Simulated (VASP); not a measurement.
These are PBEsol GGA, VASP's PBE PAW potentials (set 64) (plane waves; VASP) values and carry that method's errors.

The input files of a VASP run:

**INCAR**
```
! general
SYSTEM    =  KTaO3
PREC      =  Accurate
ENCUT     =  520
LREAL     =  .FALSE.
LASPH     =  .TRUE.

! electronic loop
EDIFF     =  1E-8
NELM      =  100
ALGO      =  Normal
LMAXMIX   =  6

! smearing
ISMEAR    =  0
SIGMA     =  0.01

! functional
GGA       =  PS

! ions
IBRION    =  8
NSW       =  1

! output
LWAVE     =  .FALSE.
LCHARG    =  .FALSE.

! other
LEPSILON  =  .TRUE.
```

**POSCAR**
```
KTaO3
1
    3.9900000000     0.0000000000     0.0000000000
    0.0000000000     3.9900000000     0.0000000000
    0.0000000000     0.0000000000     3.9900000000
K Ta O
1 1 3
Direct
  0.0000000000   0.0000000000   0.0000000000
  0.5000000000   0.5000000000   0.5000000000
  0.5000000000   0.0000000000   0.5000000000
  0.0000000000   0.5000000000   0.5000000000
  0.5000000000   0.5000000000   0.0000000000
```

File KPOINTS:
```
Automatic mesh
0
Gamma
6 6 6
0 0 0
```

POTCAR, in this order: K_sv Ta_pv O (PBE.64 set). Program: vasp_std.

The run wrote:

### OUTCAR
```


 HEAD OF MICROSCOPIC STATIC DIELECTRIC TENSOR (INDEPENDENT PARTICLE, excluding Hartree and local field effects)
 ------------------------------------------------------
           5.746357     0.000000    -0.000000
          -0.000000     5.746357    -0.000000
           0.000000    -0.000000     5.746357
 ------------------------------------------------------

 MACROSCOPIC STATIC DIELECTRIC TENSOR (including local field effects in DFT)
 ------------------------------------------------------
           5.599256     0.000000     0.000000
           0.000000     5.599256     0.000000
          -0.000000     0.000000     5.599256
 ------------------------------------------------------

 PIEZOELECTRIC TENSOR (including local field effects)  for field in x, y, z        (e  Angst)
          XX          YY          ZZ          XY          YZ          ZX
  --------------------------------------------------------------------------------
  x     0.00000     0.00000     0.00000     0.00000     0.00000     0.00000
  y     0.00000     0.00000     0.00000     0.00000     0.00000     0.00000
  z     0.00000     0.00000     0.00000     0.00000     0.00000     0.00000

 PIEZOELECTRIC TENSOR (including local field effects)  for field in x, y, z        (C/m^2)
          XX          YY          ZZ          XY          YZ          ZX
  --------------------------------------------------------------------------------
  x     0.00000     0.00000     0.00000     0.00000     0.00000     0.00000
  y     0.00000     0.00000     0.00000     0.00000     0.00000     0.00000
  z     0.00000     0.00000     0.00000     0.00000     0.00000     0.00000

 BORN EFFECTIVE CHARGES (including local field effects) (in |e|, cummulative output)
 ---------------------------------------------------------------------------------
 ion    1
    1     1.15578     0.00000     0.00000
    2    -0.00000     1.15578     0.00000
    3     0.00000    -0.00000     1.15578
 ion    2
    1     8.85253     0.00000    -0.00000
    2     0.00000     8.85253    -0.00000
    3     0.00000    -0.00000     8.85253
 ion    3
    1    -1.68420     0.00000     0.00000
    2    -0.00000    -6.63989    -0.00000
    3    -0.00000     0.00000    -1.68420
 ion    4
    1    -6.63989    -0.00000    -0.00000
    2     0.00000    -1.68420     0.00000
    3    -0.00000    -0.00000    -1.68420
 ion    5
    1    -1.68420     0.00000     0.00000
    2     0.00000    -1.68420     0.00000
    3    -0.00000    -0.00000    -6.63989
```
(Selected blocks of OUTCAR.)

The dielectric response may not be converged in the k-mesh; for small gaps it tends to come out too large.

The compound is KTaO3 in the cubic perovskite structure. The cell was not relaxed at this level.
